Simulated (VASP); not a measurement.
Given:

```yaml
crystal:
  lattice:
    - [1.79948, -3.11679, 0.00000]
    - [1.79948, 3.11679, 0.00000]
    - [0.00000, 0.00000, 5.82680]
  atoms:
    - { symbol: Hf, position: [0.00000, 0.00000, 0.00000] }
    - { symbol: S, position: [0.33333, 0.66667, 0.24940] }
    - { symbol: S, position: [0.66667, 0.33333, 0.75060] }
```

The numbers are results of vdW-DF-cx, VASP's PBE PAW potentials (set 64) (plane waves; VASP 6.6.1), not measurements. Run with 520 eV cut-off, 8×8×5 Γ-centred mesh, tetrahedra with Blöchl corrections, potentials Hf_pv S.

Q: What does the run give for the energy per atom (σ→0)?

A: 
```yaml
energy per atom (σ→0): -5.997 eV/atom
```

Total energies compare only between runs with the same potentials, cut-off and functional.

The compound is HfS2 in the 1T layered structure. It was relaxed first.
